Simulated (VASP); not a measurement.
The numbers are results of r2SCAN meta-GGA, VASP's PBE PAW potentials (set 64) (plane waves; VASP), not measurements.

Input for VASP

### INCAR
```
# general
SYSTEM  = SnO
PREC    = Accurate
ENCUT   = 580
LREAL   = .FALSE.
LASPH   = .TRUE.   # aspherical one-centre terms

# electronic loop
EDIFF   = 1E-6   # SCF stop (eV)
NELM    = 100
ALGO    = Normal   # blocked Davidson
LMAXMIX = 4   # l cut-off of mixed one-centre charges
LMIXTAU = .TRUE.

# smearing
ISMEAR  = 0
SIGMA   = 0.05

# functional
METAGGA = R2SCAN

# ions
IBRION  = 2
NSW     = 60   # most ionic steps
ISIF    = 3   # ions, shape and volume
EDIFFG  = -0.02   # ionic stop

# output
LWAVE   = .FALSE.
LCHARG  = .FALSE.
```

KPOINTS:
```
kpoints
0
gamma
5 5 4
```

File POSCAR:
```
SnO
1
    3.8121258538     0.0000000000     0.0000000000
    0.0000000000     3.8121258538    -0.0000000000
    0.0000000000     0.0000000000     4.8484510017
Sn O
2 2
Direct
  0.5000000000   0.0000000000   0.7629587702
  0.0000000000   0.5000000000   0.2370412298
  0.5000000000   0.5000000000   0.0000000000
  0.0000000000   0.0000000000   0.0000000000
```

POTCAR, in this order: Sn_d O (PBE.64 set). Program: vasp_std.

Output

### OSZICAR
```
       N       E                     dE             d eps       ncg     rms          rms(c)
DAV:   1     0.372598069672E+03    0.37260E+03   -0.22489E+04   872   0.278E+03
DAV:   2    -0.187503137847E+02   -0.39135E+03   -0.38480E+03   928   0.614E+02
DAV:   3    -0.766004473243E+02   -0.57850E+02   -0.57434E+02  1016   0.204E+02
DAV:   4    -0.790787159605E+02   -0.24783E+01   -0.24752E+01   984   0.459E+01
DAV:   5    -0.791478028875E+02   -0.69087E-01   -0.69063E-01  1152   0.779E+00    0.110E+01
DAV:   6    -0.686014434590E+02    0.10546E+02   -0.16119E+01  1320   0.556E+01    0.410E+00
DAV:   7    -0.662710234929E+02    0.23304E+01   -0.23921E+00   904   0.111E+01    0.252E+00
DAV:   8    -0.695607431486E+02   -0.32897E+01   -0.13705E+00   960   0.118E+01    0.974E-01
DAV:   9    -0.667388985331E+02    0.28218E+01   -0.61903E-01   896   0.641E+00    0.416E-01
DAV:  10    -0.668966123181E+02   -0.15771E+00   -0.15693E-01   960   0.329E+00    0.324E-01
DAV:  11    -0.668617467630E+02    0.34866E-01   -0.31343E-02  1008   0.153E+00    0.204E-01
DAV:  12    -0.669030854673E+02   -0.41339E-01   -0.18527E-02  1080   0.124E+00    0.788E-02
DAV:  13    -0.669058540560E+02   -0.27686E-02   -0.46445E-03  1144   0.799E-01    0.480E-02
DAV:  14    -0.669063463164E+02   -0.49226E-03   -0.89386E-04  1304   0.273E-01    0.201E-02
DAV:  15    -0.669068821758E+02   -0.53586E-03   -0.18107E-04   984   0.130E-01    0.186E-02
DAV:  16    -0.669069753586E+02   -0.93183E-04   -0.20445E-04  1144   0.150E-01    0.308E-03
DAV:  17    -0.669070283445E+02   -0.52986E-04   -0.32364E-05   968   0.532E-02    0.251E-03
DAV:  18    -0.669070261497E+02    0.21947E-05   -0.10884E-06   760   0.118E-02    0.143E-03
DAV:  19    -0.669070323640E+02   -0.62142E-05   -0.54292E-06   776   0.251E-02    0.191E-03
DAV:  20    -0.669070327711E+02   -0.40715E-06   -0.30441E-07   552   0.703E-03
   1 F= -.66907033E+02 E0= -.66907033E+02  d E =-.669070E+02
       N       E                     dE             d eps       ncg     rms          rms(c)
DAV:   1    -0.669171847430E+02   -0.10152E-01   -0.23245E-01  1080   0.798E+00    0.633E-01
DAV:   2    -0.669087543456E+02    0.84304E-02   -0.31238E-02  1136   0.195E+00    0.217E-01
DAV:   3    -0.669072384380E+02    0.15159E-02   -0.28791E-03  1072   0.111E+00    0.899E-02
DAV:   4    -0.669068589804E+02    0.37946E-03   -0.15883E-03  1016   0.737E-01    0.218E-02
DAV:   5    -0.669071966958E+02   -0.33772E-03   -0.33048E-04  1048   0.187E-01    0.161E-02
DAV:   6    -0.669071786401E+02    0.18056E-04   -0.48125E-05  1168   0.787E-02    0.823E-03
DAV:   7    -0.669071920109E+02   -0.13371E-04   -0.21433E-05   928   0.463E-02    0.537E-03
DAV:   8    -0.669071746731E+02    0.17338E-04   -0.12557E-05   736   0.356E-02    0.234E-03
DAV:   9    -0.669071915404E+02   -0.16867E-04   -0.11626E-05   752   0.336E-02    0.470E-04
DAV:  10    -0.669071925296E+02   -0.98913E-06   -0.52214E-07   584   0.776E-03
   2 F= -.66907193E+02 E0= -.66907193E+02  d E =-.159758E-03
       N       E                     dE             d eps       ncg     rms          rms(c)
DAV:   1    -0.669086710756E+02   -0.14795E-02   -0.32676E-02  1088   0.296E+00    0.238E-01
DAV:   2    -0.669074828184E+02    0.11883E-02   -0.44428E-03  1136   0.733E-01    0.818E-02
DAV:   3    -0.669072680846E+02    0.21473E-03   -0.40760E-04  1080   0.422E-01    0.339E-02
DAV:   4    -0.669072199125E+02    0.48172E-04   -0.22401E-04  1008   0.279E-01    0.813E-03
DAV:   5    -0.669072685571E+02   -0.48645E-04   -0.46933E-05  1032   0.702E-02    0.603E-03
DAV:   6    -0.669072678327E+02    0.72435E-06   -0.68589E-06   864   0.302E-02
   3 F= -.66907268E+02 E0= -.66907268E+02  d E =-.235062E-03
       N       E                     dE             d eps       ncg     rms          rms(c)
DAV:   1    -0.669072944003E+02   -0.25843E-04   -0.53766E-04  1088   0.387E-01    0.315E-02
DAV:   2    -0.669072741185E+02    0.20282E-04   -0.79166E-05  1096   0.939E-02    0.109E-02
DAV:   3    -0.669072707340E+02    0.33845E-05   -0.68939E-06  1032   0.530E-02    0.473E-03
DAV:   4    -0.669072690353E+02    0.16987E-05   -0.39945E-06   688   0.376E-02    0.945E-04
DAV:   5    -0.669072699837E+02   -0.94838E-06   -0.90632E-07   536   0.106E-02
   4 F= -.66907270E+02 E0= -.66907270E+02  d E =-.237213E-03
       N       E                     dE             d eps       ncg     rms          rms(c)
DAV:   1    -0.669090077610E+02   -0.17387E-02   -0.94862E-02  1336   0.312E+00    0.245E-01
DAV:   2    -0.669077931537E+02    0.12146E-02   -0.46602E-03  1176   0.750E-01    0.981E-02
DAV:   3    -0.669074971698E+02    0.29598E-03   -0.68593E-04  1056   0.452E-01    0.413E-02
DAV:   4    -0.669074049666E+02    0.92203E-04   -0.48632E-04   904   0.287E-01    0.116E-02
DAV:   5    -0.669075437515E+02   -0.13878E-03   -0.14494E-04   864   0.107E-01    0.760E-03
DAV:   6    -0.669075407060E+02    0.30454E-05   -0.15349E-05  1072   0.497E-02    0.404E-03
DAV:   7    -0.669075419504E+02   -0.12443E-05   -0.12552E-05   752   0.323E-02    0.224E-03
DAV:   8    -0.669075426510E+02   -0.70065E-06   -0.23464E-06   632   0.133E-02
   5 F= -.66907543E+02 E0= -.66907543E+02  d E =-.272667E-03
       N       E                     dE             d eps       ncg     rms          rms(c)
DAV:   1    -0.669211924433E+02   -0.13650E-01   -0.86109E-01  1344   0.946E+00    0.734E-01
DAV:   2    -0.669102970564E+02    0.10895E-01   -0.42218E-02  1168   0.225E+00    0.293E-01
DAV:   3    -0.669076126452E+02    0.26844E-02   -0.61127E-03  1064   0.134E+00    0.124E-01
DAV:   4    -0.669068156827E+02    0.79696E-03   -0.42975E-03   896   0.860E-01    0.343E-02
DAV:   5    -0.669080764460E+02   -0.12608E-02   -0.12566E-03   880   0.317E-01    0.221E-02
DAV:   6    -0.669080532014E+02    0.23245E-04   -0.13603E-04  1176   0.149E-01    0.117E-02
DAV:   7    -0.669080665245E+02   -0.13323E-04   -0.10934E-04  1040   0.955E-02    0.650E-03
DAV:   8    -0.669080722255E+02   -0.57009E-05   -0.19127E-05   760   0.363E-02    0.378E-03
DAV:   9    -0.669080793191E+02   -0.70936E-05   -0.76604E-06   832   0.270E-02    0.117E-03
DAV:  10    -0.669080802016E+02   -0.88250E-06   -0.65607E-07   592   0.882E-03
   6 F= -.66908080E+02 E0= -.66908080E+02  d E =-.810218E-03
```

File OUTCAR:
```
------------------------ aborting loop because EDIFF is reached ----------------------------------------
  FORCE on cell =-STRESS in cart. coord.  units (eV):
  Direction    XX          YY          ZZ          XY          YZ          ZX
  --------------------------------------------------------------------------------------
  Total       -0.0542881     -0.0542881      0.0343717      0.0000000      0.0000000      0.0000000
  in kB       -1.2217972     -1.2217972      0.7735625      0.0000000      0.0000000      0.0000000
  external PRESSURE =      -0.5566773 kB  Pullay stress =       0.0000000 kB
  volume of cell :       71.19
      direct lattice vectors                 reciprocal lattice vectors
     3.815893169  0.000000000  0.000000000     0.262061844  0.000000000  0.000000000
     0.000000000  3.815893169 -0.000000000     0.000000000  0.262061844  0.000000000
     0.000000000 -0.000000000  4.889040355     0.000000000  0.000000000  0.204539118
 POSITION                                       TOTAL-FORCE (eV/Angst)
 -----------------------------------------------------------------------------------
      1.90795     -0.00000      3.73846         0.000000     -0.000000      0.011525
      0.00000      1.90795      1.15058         0.000000      0.000000     -0.011525
      1.90795      1.90795     -0.00000        -0.000000     -0.000000      0.000000
      0.00000      0.00000     -0.00000         0.000000      0.000000      0.000000
 -----------------------------------------------------------------------------------
    total drift:                                0.000000      0.000000      0.000000
  FREE ENERGIE OF THE ION-ELECTRON SYSTEM (eV)
  ---------------------------------------------------
  free  energy   TOTEN  =       -66.9080802016 eV

  energy  without entropy=      -66.9080802016  energy(sigma->0) =      -66.90808020

 reached required accuracy - stopping structural energy minimisation
```
(Selected blocks of OUTCAR.)

**CONTCAR**
```
SnO
   1.00000000000000
     3.8158931687792936    0.0000000000000000    0.0000000000000000
     0.0000000000000000    3.8158931687792936   -0.0000000000000000
     0.0000000000000000   -0.0000000000000000    4.8890403545528232
  Sn              O
     2     2
Direct
     0.5000000000000000    0.0000000000000000    0.7646622049417232
     0.0000000000000000    0.5000000000000000    0.2353377950582767
     0.5000000000000000    0.5000000000000000    0.0000000000000000
     0.0000000000000000    0.0000000000000000    0.0000000000000000
```

The compound is SnO in the litharge structure. This run relaxes it. Symmetry was kept, so distortions that lower it aren't found. The start is the result of an earlier pass.
